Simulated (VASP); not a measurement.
## MnGe (space group P2_13): computed properties

The numbers are results of r2SCAN meta-GGA, VASP's PBE PAW potentials (set 64) (plane waves; VASP 6.6.1), not measurements.

```
Property                                                                                                   Value
----------------------------------  ----------------------------------------------------------------------------
space group                                                                                          P2_13 (198)
cell                                a = 4.7926 Å, b = 4.7926 Å, c = 4.7926 Å, α = 90.00°, β = 90.00°, γ = 90.00°
volume per atom                                                                                   13.76 Å^3/atom
band gap (over mesh and band path)                                      none (metal, semimetal or under 0.01 eV)
cell moment                                                                                             10.14 μB
density                                                                                               7.70 g/cm³
```

```cif
data_Ge4Mn4
_chemical_formula_sum 'Mn4 Ge4'
_space_group_name_H-M_alt 'P 1'
_space_group_IT_number 1
_cell_length_a 4.79264
_cell_length_b 4.79264
_cell_length_c 4.79264
_cell_angle_alpha 90.000
_cell_angle_beta 90.000
_cell_angle_gamma 90.000
loop_
_space_group_symop_operation_xyz
  'x, y, z'
loop_
_atom_site_label
_atom_site_type_symbol
_atom_site_fract_x
_atom_site_fract_y
_atom_site_fract_z
_atom_site_occupancy
Mn1 Mn 0.63827 0.13827 0.36173 1
Mn2 Mn 0.86173 0.86173 0.86173 1
Mn3 Mn 0.13827 0.36173 0.63827 1
Mn4 Mn 0.36173 0.63827 0.13827 1
Ge1 Ge 0.34226 0.84226 0.65774 1
Ge2 Ge 0.15774 0.15774 0.15774 1
Ge3 Ge 0.84226 0.65774 0.34226 1
Ge4 Ge 0.65774 0.34226 0.84226 1
```

The run has a spin-polarised start.

The structure comes from a computed database's MnGe entry (P2_13); how it stands against other phases isn't given here. It was relaxed first. Symmetry was kept, so distortions that lower it aren't found.
